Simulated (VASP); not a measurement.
Given:

```
Pb
1.0
    0.00000     2.46031     2.46031
    2.46031     0.00000     2.46031
    2.46031     2.46031     0.00000
Pb
1
Direct
  0.00000   0.00000   0.00000
```

Method: MS2 meta-GGA, VASP's PBE PAW potentials (set 64) (plane waves; VASP). Settings: 520 eV cut-off, 14×14×14 Γ-centred mesh, tetrahedra with Blöchl corrections, potentials Pb_d.

Problem. Give the energies of bands 6 to 9 at the high-symmetry points, in eV from the Fermi level.

Solution. 
```tsv
band	Γ	X	U	L	W
6	-11.98	-6.63	-6.71	-8.14	-6.50
7	7.64	-3.48	-2.46	-4.45	-1.52
8	7.64	2.04	-1.37	5.73	-1.52
9	7.64	2.04	3.00	5.73	0.15
```

It has no gap at this level: it comes out as a metal or semimetal.

The compound is Pb in the fcc structure. It was relaxed first.
